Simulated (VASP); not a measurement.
Consider the following.

```yaml
crystal:
  lattice:
    - [0.00000, 2.82833, 2.82833]
    - [2.82833, 0.00000, 2.82833]
    - [2.82833, 2.82833, 0.00000]
  atoms:
    - { symbol: Ga, position: [0.00000, 0.00000, 0.00000] }
    - { symbol: As, position: [0.25000, 0.25000, 0.25000] }
```

All values below come from PBEsol GGA, VASP's PBE PAW potentials (set 64) (plane waves; VASP). Run with 400 eV cut-off, Gaussian smearing of 0.050 eV, potentials Ga_d As.

### Question
Give the energies of bands 7 to 12 at the high-symmetry points, in eV from the valence-band maximum.

### Answer

| band | Γ | X | U | L | W |
|---|---|---|---|---|---|
| 7 | 0.00 | -6.84 | -6.66 | -6.67 | -6.65 |
| 8 | 0.00 | -2.69 | -3.90 | -1.15 | -3.57 |
| 9 | 0.00 | -2.69 | -2.27 | -1.15 | -3.38 |
| 10 | 0.44 | 1.35 | 1.87 | 0.92 | 4.59 |
| 11 | 3.69 | 1.57 | 4.57 | 4.58 | 4.63 |
| 12 | 3.69 | 10.12 | 7.87 | 4.58 | 5.34 |

The gap is direct, 0.44 eV, from the valence maximum at Γ to the conduction minimum at Γ.

The structure was generated: GaAs was put into the zinc blende type (F-43m), which need not be its known phase. It was relaxed first.
